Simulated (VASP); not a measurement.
Runs of VASP 6.6.1 on Ge24H8Br. The cell holds a slab with vacuum, 66 atoms: a = 11.316 Å, b = 11.316 Å, c = 23.742 Å, α = 90.00°, β = 90.00°, γ = 90.00°. The cell was built by a generator and needn't be a form met in nature.

```csv
task,level,cell,gap on the mesh (eV),largest force (eV/Å)
single point,PBE,as given,0.53,0.26
single point,RPBE,as given,0.57,0.36
relaxation of the atoms,PBE+D3(BJ),atoms relaxed,0.53,-
single point,RPBE+D3(BJ),as given,0.57,(a)
```

Alike in all rows: potentials or basis VASP PAW PBE potentials, release 64 (Ge_d, H, Br); no spin polarisation; k mesh 1 × 1 × 1; cutoff (eV) 400; smearing gaussian 0.05 eV.

Estimate the missing entries.

(a) 0.42.

Caveats: the PAW data sets were made with another functional, which shifts forces and pressure a little (some runs).

A k mesh can miss the band edges, and the runs leave out spin-orbit coupling on Br, Ge.
